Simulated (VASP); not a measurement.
A convergence study with VASP on MgTe (zinc blende): one setting is varied, all else stays as given below, so the limit is that of these other settings. Each run relaxes cell and ions from the cell shown. The basis is that of the starting cell, so low cut-offs carry a Pulay error.

```
CELL_PARAMETERS angstrom
      0.00000     3.21000     3.21000
      3.21000     0.00000     3.21000
      3.21000     3.21000     0.00000
ATOMIC_POSITIONS crystal
  Mg 0.00000 0.00000 0.00000
  Te 0.25000 0.25000 0.25000
```

Method: PBE GGA, VASP's PBE PAW potentials (set 64) (plane waves; VASP). The tightest run used: 700 eV cut-off, 6×6×6 Γ-centred mesh, Gaussian smearing of 0.050 eV, potentials Mg Te.

Gaps are read on the run's mesh, which can miss a band edge.

The settings run are ENCUT = 150; ENCUT = 200; ENCUT = 250; ENCUT = 300; ENCUT = 350; ENCUT = 400; ENCUT = 450; ENCUT = 500; ENCUT = 550; ENCUT = 600; ENCUT = 650; ENCUT = 700. From which on does the relaxed volume stay within 0.05 Å³/atom of the tightest run?…

From ENCUT = 250 on: it is off by 0.015 there and by no more than 0.05 in any finer run, while ENCUT = 200 is off by 0.055.
| setting | relaxed volume (Å³/atom) | E (eV/atom) | gap on the mesh (eV) | plane waves | difference judged (Å³/atom) |
|---|---|---|---|---|---|
| ENCUT = 150 | 34.283 | -3.1936 | 2.333 | 286 | 0.174 |
| ENCUT = 200 | 34.401 | -3.1984 | 2.326 | 444 | 0.055 |
| ENCUT = 250 | 34.442 | -3.2000 | 2.322 | 609 | 0.015 |
| ENCUT = 300 | 34.452 | -3.2007 | 2.321 | 797 | 0.004 |
| ENCUT = 350 | 34.450 | -3.2009 | 2.321 | 1002 | 0.006 |
| ENCUT = 400 | 34.453 | -3.2011 | 2.321 | 1243 | 0.004 |
| ENCUT = 450 | 34.457 | -3.2011 | 2.321 | 1459 | 0.000 |
| ENCUT = 500 | 34.458 | -3.2012 | 2.320 | 1694 | 0.001 |
| ENCUT = 550 | 34.456 | -3.2012 | 2.321 | 1964 | 0.000 |
| ENCUT = 600 | 34.455 | -3.2013 | 2.321 | 2229 | 0.001 |
| ENCUT = 650 | 34.455 | -3.2013 | 2.321 | 2523 | 0.001 |
| ENCUT = 700 | 34.456 | -3.2013 | 2.321 | 2798 | 0.000 |

Left out are rungs that failed or repeat a setting and relaxations that didn't move; long series are thinned to 24 rows.

The compound is MgTe in the zinc blende structure, whereas wurtzite is the usual form.
